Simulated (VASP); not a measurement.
Crystal: CaCoAu3.

```
Ca Co Au
1.0
     4.85104    0.00000    0.00000
     0.00000    4.85104    0.00000
     0.00000    0.00000    4.85104
Ca Co Au
1 1 3
Direct
  0.00000 0.00000 0.00000
  0.50000 0.50000 0.50000
  0.00000 0.50000 0.50000
  0.50000 0.00000 0.50000
  0.50000 0.50000 0.00000
```

The cell was built by a generator and needn't be a form met in nature.

```yaml
Program: VASP 6.6.1
Task: relaxation of cell and atoms
Functional: PBE
Dispersion: D3(BJ)
Potentials_or_basis: VASP PAW PBE potentials, release 64 (Ca_sv, Co, Au)
Cutoff: 600 eV
k_mesh: 5 × 5 × 5
Occupations: fermi-dirac, width 0.05 eV
Spin: collinear spin, ferromagnetic start
Starting_moments: "[0.0, 2.0, 0.0, 0.0, 0.0] μB"
```

At the start: pressure -2.9 GPa; volume 22.83 Å³/atom.

Question: How do energy, volume and symmetry change on relaxing?

Answer: Over 3 steps the energy falls by 9.1 meV/atom and the volume is 21.88 Å³/atom (-4.2 %); space group Pm-3m (No. 221, to 0.05 Å); moment 1.50 μB per cell.

The path:
| step | energy change (eV) | largest force (eV/Å) | pressure (GPa) | volume (Å³) |
| --- | --- | --- | --- | --- |
| 1 | 0.0000 | 0.0000 | -2.92 | 114.16 |
| 2 | -0.0364 | 0.0000 | 1.51 | 107.43 |
| 3 | -0.0455 | 0.0000 | 0.07 | 109.41 |

Final structure:
```yaml
crystal:
  lattice:
    - [4.78281, 0.00000, 0.00000]
    - [0.00000, 4.78281, 0.00000]
    - [0.00000, 0.00000, 4.78281]
  atoms:
    - { symbol: Ca, position: [0.00000, 0.00000, 0.00000] }
    - { symbol: Co, position: [0.50000, 0.50000, 0.50000] }
    - { symbol: Au, position: [0.00000, 0.50000, 0.50000] }
    - { symbol: Au, position: [0.50000, 0.00000, 0.50000] }
    - { symbol: Au, position: [0.50000, 0.50000, 0.00000] }
```

Caveat: pairwise dispersion overbinds metals, which lowers pressure and volume.
